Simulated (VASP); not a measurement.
Level of theory: SCAN meta-GGA, VASP's PBE PAW potentials (set 64) (plane waves; VASP).

The input files of a VASP run:

File KPOINTS:
```
Automatic mesh
0
Gamma
6 6 5
0 0 0
```

INCAR:
```
METAGGA  =  SCAN
LCHARG  =  .FALSE.
IBRION  =  2   # conjugate gradients
EDIFF  =  1E-7
LMAXMIX  =  4   # l cut-off of mixed one-centre charges
ALGO  =  Normal   # blocked Davidson
ISIF  =  4   # ions and shape, fixed volume
LWAVE  =  .FALSE.
NSW  =  30   # most ionic steps
NELM  =  100   # most electronic steps
LMIXTAU  =  .TRUE.
LREAL  =  .FALSE.
SYSTEM  =  SnO
LASPH  =  .TRUE.   # aspherical one-centre terms
SIGMA  =  0.05
ENCUT  =  520   # plane-wave cut-off (eV)
EDIFFG  =  -0.01
PREC  =  Accurate
ISMEAR  =  0   # Gaussian
```

### POSCAR
```
SnO
1
    3.8407384114     0.0000000000     0.0000000000
    0.0000000000     3.8407384114     0.0000000000
    0.0000000000     0.0000000000     4.8857788608
Sn O
2 2
Direct
  0.5000000000   0.0000000000   0.7612139621
  0.0000000000   0.5000000000   0.2387860379
  0.5000000000   0.5000000000   0.0000000000
  0.0000000000   0.0000000000   0.0000000000
```

POTCAR, in this order: Sn_d O (PBE.64 set). Program: vasp_std.

What VASP printed:

**OUTCAR**
```
 ion  position               nearest neighbor table
   1  0.500  0.000  0.761-   3 2.25   4 2.25   3 2.25   4 2.25   2 3.58   2 3.58   2 3.58   2 3.58
                             2 3.73   2 3.73   2 3.73   2 3.73
   2  0.000  0.500  0.239-   3 2.25   4 2.25   4 2.25   3 2.25   1 3.58   1 3.58   1 3.58   1 3.58
                             1 3.73   1 3.73   1 3.73   1 3.73
   3  0.500  0.500  0.000-   1 2.25   2 2.25   1 2.25   2 2.25
   4  0.000  0.000  0.000-   1 2.25   2 2.25   2 2.25   1 2.25
  LATTYP: Found a simple tetragonal cell.
 ALAT       =     3.8407384114
 C/A-ratio  =     1.2720936282
 Subroutine PRICEL returns:
 Original cell was already a primitive cell.
 Subroutine GETGRP returns: Found 16 space group operations
The static configuration has the point symmetry D_2d.
 The point group associated with its full space group is D_4h.
The dynamic configuration has the point symmetry D_2d.
 Subroutine INISYM returns: Found 16 space group operations
 Subroutine IBZKPT returns following result:
 Found     30 irreducible k-points:

 Following reciprocal coordinates:
            Coordinates               Weight
  0.000000  0.000000  0.000000      1.000000
  0.166667  0.000000  0.000000      4.000000
  0.333333  0.000000  0.000000      4.000000
  0.500000  0.000000  0.000000      2.000000
  0.166667  0.166667  0.000000      4.000000
  0.333333  0.166667  0.000000      8.000000
  0.500000  0.166667  0.000000      4.000000
  0.333333  0.333333  0.000000      4.000000
  0.500000  0.333333  0.000000      4.000000
  0.500000  0.500000  0.000000      1.000000
  0.000000  0.000000  0.200000      2.000000
  0.166667  0.000000  0.200000      8.000000
  0.333333  0.000000  0.200000      8.000000
  0.500000  0.000000  0.200000      4.000000
  0.166667  0.166667  0.200000      8.000000
  0.333333  0.166667  0.200000     16.000000
  0.500000  0.166667  0.200000      8.000000
  0.333333  0.333333  0.200000      8.000000
...
```

**OSZICAR**
```
...
DAV:  17    -0.895572423499E+02   -0.25598E-07   -0.94418E-09   752   0.129E-03
   2 F= -.89557242E+02 E0= -.89557242E+02  d E =-.121416E-01
       N       E                     dE             d eps       ncg     rms          rms(c)
DAV:   1    -0.895571935302E+02    0.48794E-04   -0.32597E-02  1640   0.116E+00    0.503E-02
DAV:   2    -0.895573418692E+02   -0.14834E-03   -0.16316E-03  1680   0.410E-01    0.159E-02
DAV:   3    -0.895573546846E+02   -0.12815E-04   -0.15674E-04  1616   0.134E-01    0.121E-02
DAV:   4    -0.895573816567E+02   -0.26972E-04   -0.14591E-04  1448   0.140E-01    0.698E-03
DAV:   5    -0.895573621825E+02    0.19474E-04   -0.15027E-04  1456   0.143E-01    0.313E-03
DAV:   6    -0.895573522985E+02    0.98840E-05   -0.29697E-05  1448   0.629E-02    0.120E-03
DAV:   7    -0.895573514404E+02    0.85807E-06   -0.18939E-06  1728   0.143E-02    0.845E-04
DAV:   8    -0.895573512122E+02    0.22828E-06   -0.15101E-07  1112   0.498E-03    0.506E-04
DAV:   9    -0.895573507995E+02    0.41262E-06   -0.17506E-07  1040   0.498E-03    0.228E-04
DAV:  10    -0.895573506287E+02    0.17079E-06   -0.85175E-08   976   0.354E-03    0.138E-04
DAV:  11    -0.895573506038E+02    0.24892E-07   -0.16020E-08   744   0.208E-03
   3 F= -.89557351E+02 E0= -.89557351E+02  d E =-.122499E-01
       N       E                     dE             d eps       ncg     rms          rms(c)
DAV:   1    -0.895684355162E+02   -0.11085E-01   -0.56323E-01  1584   0.641E+00    0.610E-01
DAV:   2    -0.895622338068E+02    0.62017E-02   -0.27470E-02  1688   0.225E+00    0.378E-01
DAV:   3    -0.895595549516E+02    0.26789E-02   -0.10399E-02  1792   0.127E+00    0.770E-02
DAV:   4    -0.895597368763E+02   -0.18192E-03   -0.64711E-03  1464   0.864E-01    0.318E-02
DAV:   5    -0.895604304367E+02   -0.69356E-03   -0.21874E-03  1464   0.503E-01    0.240E-02
DAV:   6    -0.895604486788E+02   -0.18242E-04   -0.23865E-04  1552   0.177E-01    0.140E-02
DAV:   7    -0.895604849034E+02   -0.36225E-04   -0.12769E-04  1496   0.125E-01    0.522E-03
DAV:   8    -0.895604635044E+02    0.21399E-04   -0.48560E-05  1528   0.781E-02    0.222E-03
DAV:   9    -0.895604653134E+02   -0.18090E-05   -0.75958E-06  1816   0.325E-02    0.135E-03
DAV:  10    -0.895604649647E+02    0.34872E-06   -0.51643E-06  1464   0.264E-02    0.102E-03
DAV:  11    -0.895604655796E+02   -0.61490E-06   -0.16547E-06  1488   0.138E-02    0.525E-04
DAV:  12    -0.895604663688E+02   -0.78924E-06   -0.12451E-06  1440   0.123E-02    0.183E-04
DAV:  13    -0.895604663627E+02    0.61600E-08   -0.30567E-07  1144   0.629E-03
   4 F= -.89560466E+02 E0= -.89560466E+02  d E =-.311576E-02
       N       E                     dE             d eps       ncg     rms          rms(c)
DAV:   1    -0.895766334270E+02   -0.16167E-01   -0.10100E+00  1576   0.859E+00    0.816E-01
DAV:   2    -0.895655181248E+02    0.11115E-01   -0.48408E-02  1696   0.295E+00    0.505E-01
DAV:   3    -0.895605622573E+02    0.49559E-02   -0.19381E-02  1744   0.170E+00    0.101E-01
DAV:   4    -0.895610942992E+02   -0.53204E-03   -0.11966E-02  1456   0.117E+00    0.423E-02
DAV:   5    -0.895622457440E+02   -0.11514E-02   -0.37975E-03  1456   0.658E-01    0.318E-02
DAV:   6    -0.895622723791E+02   -0.26635E-04   -0.42468E-04  1552   0.233E-01    0.193E-02
DAV:   7    -0.895623296861E+02   -0.57307E-04   -0.24376E-04  1488   0.170E-01    0.730E-03
DAV:   8    -0.895622889819E+02    0.40704E-04   -0.10240E-04  1520   0.112E-01    0.301E-03
DAV:   9    -0.895622917891E+02   -0.28072E-05   -0.14582E-05  1848   0.446E-02    0.176E-03
DAV:  10    -0.895622909075E+02    0.88156E-06   -0.95790E-06  1456   0.360E-02    0.132E-03
DAV:  11    -0.895622915961E+02   -0.68859E-06   -0.29046E-06  1536   0.182E-02    0.669E-04
DAV:  12    -0.895622926726E+02   -0.10765E-05   -0.23151E-06  1440   0.167E-02    0.251E-04
DAV:  13    -0.895622925539E+02    0.11878E-06   -0.68274E-07  1432   0.934E-03    0.119E-04
DAV:  14    -0.895622926072E+02   -0.53386E-07   -0.29713E-08   976   0.222E-03
   5 F= -.89562293E+02 E0= -.89562293E+02  d E =-.494200E-02
       N       E                     dE             d eps       ncg     rms          rms(c)
DAV:   1    -0.895625578646E+02   -0.26531E-03   -0.17128E-02  1536   0.112E+00    0.106E-01
DAV:   2    -0.895623794093E+02    0.17846E-03   -0.85509E-04  1792   0.412E-01    0.660E-02
DAV:   3    -0.895622806203E+02    0.98789E-04   -0.31193E-04  1896   0.227E-01    0.132E-02
DAV:   4    -0.895622901467E+02   -0.95264E-05   -0.19976E-04  1464   0.152E-01    0.553E-03
DAV:   5    -0.895623118361E+02   -0.21689E-04   -0.66665E-05  1456   0.884E-02    0.408E-03
DAV:   6    -0.895623125833E+02   -0.74725E-06   -0.71949E-06  1504   0.311E-02    0.234E-03
DAV:   7    -0.895623161999E+02   -0.36166E-05   -0.41774E-06  1504   0.232E-02    0.962E-04
DAV:   8    -0.895623149960E+02    0.12040E-05   -0.16344E-06  1480   0.148E-02    0.405E-04
DAV:   9    -0.895623152323E+02   -0.23629E-06   -0.34555E-07  1272   0.687E-03    0.216E-04
DAV:  10    -0.895623152860E+02   -0.53739E-07   -0.19740E-07  1032   0.503E-03
   6 F= -.89562315E+02 E0= -.89562315E+02  d E =-.496468E-02
       N       E                     dE             d eps       ncg     rms          rms(c)
DAV:   1    -0.895623347112E+02   -0.19479E-04   -0.14086E-03  1528   0.322E-01    0.305E-02
DAV:   2    -0.895623181306E+02    0.16581E-04   -0.70475E-05  1864   0.119E-01    0.189E-02
DAV:   3    -0.895623153215E+02    0.28091E-05   -0.25838E-05  1872   0.664E-02    0.371E-03
DAV:   4    -0.895623139412E+02    0.13803E-05   -0.17778E-05  1456   0.453E-02    0.153E-03
DAV:   5    -0.895623153907E+02   -0.14495E-05   -0.61894E-06  1440   0.268E-02    0.116E-03
DAV:   6    -0.895623152741E+02    0.11669E-06   -0.67514E-07  1520   0.922E-03    0.679E-04
DAV:   7    -0.895623143615E+02    0.91260E-06   -0.35658E-07  1176   0.675E-03    0.310E-04
DAV:   8    -0.895623144659E+02   -0.10444E-06   -0.11081E-07  1016   0.388E-03    0.113E-04
DAV:   9    -0.895623144041E+02    0.61828E-07   -0.29238E-08   736   0.203E-03
   7 F= -.89562314E+02 E0= -.89562314E+02  d E =-.496380E-02
       N       E                     dE             d eps       ncg     rms          rms(c)
DAV:   1    -0.895622721349E+02    0.42331E-04   -0.10865E-02  1656   0.661E-01    0.267E-02
DAV:   2    -0.895622989686E+02   -0.26834E-04   -0.51260E-04  1696   0.224E-01    0.758E-03
DAV:   3    -0.895623061780E+02   -0.72094E-05   -0.46610E-05  1640   0.743E-02    0.619E-03
DAV:   4    -0.895623095185E+02   -0.33406E-05   -0.39208E-05  1440   0.717E-02    0.361E-03
DAV:   5    -0.895623092019E+02    0.31659E-06   -0.42277E-05  1440   0.761E-02    0.180E-03
DAV:   6    -0.895623054303E+02    0.37717E-05   -0.96552E-06  1440   0.365E-02    0.654E-04
DAV:   7    -0.895623054396E+02   -0.92596E-08   -0.78241E-07  1640   0.927E-03
   8 F= -.89562305E+02 E0= -.89562305E+02  d E =0.896451E-05
       N       E                     dE             d eps       ncg     rms          rms(c)
DAV:   1    -0.895622872821E+02    0.18148E-04   -0.54838E-03  1640   0.469E-01    0.193E-02
DAV:   2    -0.895623192447E+02   -0.31963E-04   -0.26121E-04  1704   0.160E-01    0.536E-03
DAV:   3    -0.895623194062E+02   -0.16146E-06   -0.23795E-05  1632   0.540E-02    0.436E-03
DAV:   4    -0.895623244615E+02   -0.50553E-05   -0.20165E-05  1440   0.524E-02    0.248E-03
DAV:   5    -0.895623200587E+02    0.44028E-05   -0.22069E-05  1440   0.560E-02    0.125E-03
DAV:   6    -0.895623184940E+02    0.15647E-05   -0.53892E-06  1440   0.276E-02    0.462E-04
DAV:   7    -0.895623181154E+02    0.37859E-06   -0.54023E-07  1432   0.788E-03    0.318E-04
DAV:   8    -0.895623180038E+02    0.11165E-06   -0.68241E-08  1064   0.270E-03    0.222E-04
DAV:   9    -0.895623178231E+02    0.18066E-06   -0.37531E-08   840   0.238E-03    0.113E-04
DAV:  10    -0.895623177237E+02    0.99481E-07   -0.22292E-08   728   0.160E-03
   9 F= -.89562318E+02 E0= -.89562318E+02  d E =-.331959E-05
```

OUTCAR:
```
------------------------ aborting loop because EDIFF is reached ----------------------------------------
  FORCE on cell =-STRESS in cart. coord.  units (eV):
  Direction    XX          YY          ZZ          XY          YZ          ZX
  --------------------------------------------------------------------------------------
  Total       -0.3112353     -0.3112353     -0.2964235      0.0000000      0.0000000      0.0000000
  in kB       -6.9188857     -6.9188857     -6.5896131      0.0000000      0.0000000      0.0000000
  external PRESSURE =      -6.8091281 kB  Pullay stress =       0.0000000 kB
  volume of cell :       72.07
      direct lattice vectors                 reciprocal lattice vectors
     3.808191470  0.000000000  0.000000000     0.262591839  0.000000000  0.000000000
     0.000000000  3.808191470  0.000000000     0.000000000  0.262591839 -0.000000000
     0.000000000  0.000000000  4.969648952     0.000000000 -0.000000000  0.201221456
 POSITION                                       TOTAL-FORCE (eV/Angst)
 -----------------------------------------------------------------------------------
      1.90410      0.00000      3.81264        -0.000000     -0.000000     -0.007150
      0.00000      1.90410      1.15701         0.000000      0.000000      0.007150
      1.90410      1.90410      4.96965        -0.000000      0.000000      0.000000
      0.00000      0.00000      0.00000         0.000000      0.000000      0.000000
 -----------------------------------------------------------------------------------
    total drift:                                0.000000      0.000000      0.000000
  FREE ENERGIE OF THE ION-ELECTRON SYSTEM (eV)
  ---------------------------------------------------
  free  energy   TOTEN  =       -89.5623177237 eV

  energy  without entropy=      -89.5623177181  energy(sigma->0) =      -89.56231772

 reached required accuracy - stopping structural energy minimisation
```
(Selected blocks of OUTCAR.)

CONTCAR:
```
SnO
   1.00000000000000
     3.8081914700042541    0.0000000000000000    0.0000000000000000
     0.0000000000000000    3.8081914700042541    0.0000000000000000
     0.0000000000000000    0.0000000000000000    4.9696489521276108
  Sn              O
     2     2
Direct
     0.5000000000000000    0.0000000000000000    0.7671842417571634
     0.0000000000000000    0.5000000000000000    0.2328157582428366
     0.5000000000000000    0.5000000000000000    1.0000000000000000
     0.0000000000000000    0.0000000000000000    0.0000000000000000
```

The compound is SnO in the litharge structure. This cell is one point of a volume scan, at 1.03 of the reference volume. Symmetry was kept, so distortions that lower it aren't found.
